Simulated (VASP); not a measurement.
Level of theory: PBEsol GGA, VASP's PBE PAW potentials (set 64) (plane waves; VASP 6.6.1).

VASP input:

**KPOINTS**
```
Automatic
0
gamma
 7 7 7
```

File POSCAR:
```
SrTe
1
    0.0000000000     3.6853088263     3.6853088263
    3.6853088263     0.0000000000     3.6853088263
    3.6853088263     3.6853088263     0.0000000000
Sr Te
1 1
Direct
  0.0000000000   0.0000000000   0.0000000000
  0.2500000000   0.2500000000   0.2500000000
```

INCAR:
```
# general
SYSTEM  = SrTe
PREC    = Accurate
ENCUT   = 400
LREAL   = F
LASPH   = T

# electronic loop
EDIFF   = 1E-7
NELM    = 100
ALGO    = Normal
LMAXMIX = 4

# smearing
ISMEAR  = -5

# functional
GGA     = PS

# ions
ISIF    = 2

# output
LWAVE   = F
LCHARG  = T
LORBIT  = 11
NEDOS   = 601
```

POTCAR, in this order: Sr_sv Te (PBE.64 set). Program: vasp_std.

What will the output report for the number of irreducible k-points (NKPTS), number of bands (NBANDS), largest plane-wave count, number of space-group operations, FFT grid (NGX, NGY, NGZ)?

| Item | Result |
|---|---|
| number of irreducible k-points (NKPTS) | 20 |
| number of bands (NBANDS) | 12 |
| largest plane-wave count | 1841 |
| number of space-group operations | 24 |
| FFT grid (NGX, NGY, NGZ) | 36 × 36 × 36 |

The structure was generated: SrTe was put into the zinc blende type (F-43m), which need not be its known phase. It was relaxed first, which changed the volume by -12 %.
